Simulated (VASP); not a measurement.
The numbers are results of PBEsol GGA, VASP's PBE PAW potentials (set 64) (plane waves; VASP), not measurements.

Input for VASP

POSCAR:
```
AlN
3.110
  0.5000000000  -0.8660254019   0.0000000000
  0.5000000000   0.8660254019   0.0000000000
  0.0000000000   0.0000000000   1.6012861736
Al N
2 2
Cart
  0.5000000000  -0.2886757113   0.8006430868
  0.5000000000   0.2886757113   0.0000000000
  0.5000000000  -0.2886757113   1.4123344051
  0.5000000000   0.2886757113   0.6116913183
```

KPOINTS:
```
Automatic mesh
0
Gamma
6 6 4
0 0 0
```

### INCAR
```
PREC=Accurate
SIGMA=0.02   # width (eV)
SYSTEM=AlN
GGA=PS   # PBEsol
LASPH=.TRUE.   # aspherical one-centre terms
NELM=100
ALGO=Normal   # blocked Davidson
EDIFF=1E-6   # SCF stop (eV)
LREAL=.FALSE.
LCHARG=.FALSE.
ENCUT=400
LWAVE=.FALSE.
ISIF=2
ISMEAR=-1
```

POTCAR, in this order: Al N (PBE.64 set). Program: vasp_std.

The run wrote:

### OSZICAR
```
       N       E                     dE             d eps       ncg     rms          rms(c)
DAV:   1     0.411426861681E+02    0.41143E+02   -0.66512E+03   504   0.973E+02
DAV:   2    -0.325764182638E+02   -0.73719E+02   -0.69258E+02   736   0.198E+02
DAV:   3    -0.357013804501E+02   -0.31250E+01   -0.31141E+01   660   0.446E+01
DAV:   4    -0.357236348641E+02   -0.22254E-01   -0.22248E-01   564   0.446E+00
DAV:   5    -0.357239369333E+02   -0.30207E-03   -0.30206E-03   648   0.524E-01    0.116E+01
DAV:   6    -0.313776264066E+02    0.43463E+01   -0.15300E+01   580   0.286E+01    0.438E+00
DAV:   7    -0.313443112554E+02    0.33315E-01   -0.52114E-01   560   0.551E+00    0.293E+00
DAV:   8    -0.313140196565E+02    0.30292E-01   -0.72531E-02   544   0.262E+00    0.471E-01
DAV:   9    -0.313099355791E+02    0.40841E-02   -0.15955E-02   616   0.918E-01    0.244E-01
DAV:  10    -0.313102120108E+02   -0.27643E-03   -0.11491E-03   580   0.258E-01    0.160E-01
DAV:  11    -0.313101575938E+02    0.54417E-04   -0.13997E-04   600   0.896E-02    0.317E-02
DAV:  12    -0.313101573712E+02    0.22252E-06   -0.20555E-06   532   0.145E-02
   1 F= -.31310157E+02 E0= -.31310157E+02  d E =-.338622E-11
```

**OUTCAR**
```
------------------------ aborting loop because EDIFF is reached ----------------------------------------
  FORCE on cell =-STRESS in cart. coord.  units (eV):
  Direction    XX          YY          ZZ          XY          YZ          ZX
  --------------------------------------------------------------------------------------
  Total       -0.7420752     -0.7420752     -0.8256042      0.0000000      0.0000000      0.0000000
  in kB      -28.5021602    -28.5021601    -31.7104008      0.0000000      0.0000000      0.0000000
  external PRESSURE =     -29.5715737 kB  Pullay stress =       0.0000000 kB
  volume of cell :       41.71
      direct lattice vectors                 reciprocal lattice vectors
     1.555000000 -2.693339000  0.000000000     0.321543408 -0.185643174  0.000000000
     1.555000000  2.693339000  0.000000000     0.321543408  0.185643174  0.000000000
     0.000000000  0.000000000  4.980000000     0.000000000  0.000000000  0.200803213
  FREE ENERGIE OF THE ION-ELECTRON SYSTEM (eV)
  ---------------------------------------------------
  free  energy   TOTEN  =       -31.3101573712 eV

  energy  without entropy=      -31.3101573712  energy(sigma->0) =      -31.31015737
```
(Selected blocks of OUTCAR.)

File OUTCAR:
```
 val. band max:        6.0889375423   @ k =   0.0000   0.0000   0.0000

 cond. band min:      10.2169698790   @ k =   0.0000   0.0000   0.0000


 Fermi energy:         6.5155321922

 k-point     1 :       0.0000    0.0000    0.0000
  band No.  band energies     occupation
      1      -9.1039      2.00000
      2      -6.9190      2.00000
      3       0.0151      2.00000
      4       5.2109      2.00000
      5       5.2109      2.00000
      6       5.8709      2.00000
      7       5.8709      2.00000
      8       6.0889      2.00000
      9      10.2170      0.00000
     10      12.6604      0.00000
     11      16.6219      0.00000
     12      17.1300      0.00000

 k-point     2 :       0.1667    0.0000    0.0000
  band No.  band energies     occupation
      1      -8.7530      2.00000
      2      -6.7283      2.00000
      3       0.4342      2.00000
      4       3.7679      2.00000
      5       4.5616      2.00000
      6       4.8132      2.00000
      7       5.7834      2.00000
      8       5.9108      2.00000
      9      11.4974      0.00000
     10      13.7191      0.00000
     11      15.1564      0.00000
     12      15.7573      0.00000

 k-point     3 :       0.3333    0.0000    0.0000
  band No.  band energies     occupation
      1      -7.8440      2.00000
      2      -6.3887      2.00000
      3       1.5246      2.00000
      4       1.5939      2.00000
      5       2.7216      2.00000
      6       4.2179      2.00000
      7       5.2006      2.00000
      8       5.5224      2.00000
      9      12.2005      0.00000
     10      12.6575      0.00000
     11      13.9599      0.00000
     12      16.3206      0.00000

 k-point     4 :       0.5000    0.0000    0.0000
  band No.  band energies     occupation
      1      -7.1032      2.00000
      2      -6.3972      2.00000
      3       0.5648      2.00000
      4       1.8725      2.00000
      5       2.6983      2.00000
      6       3.9682      2.00000
...
```

At this cut-off the stress carries a Pulay error, which pulls relaxed volumes low.

The structure is a typed AlN crystal. The cell was not relaxed at this level. The run is one of a series of settings (GGA = PS, POTCAR Al N (PBE.64 set) against the base run), some of them coarse on purpose.
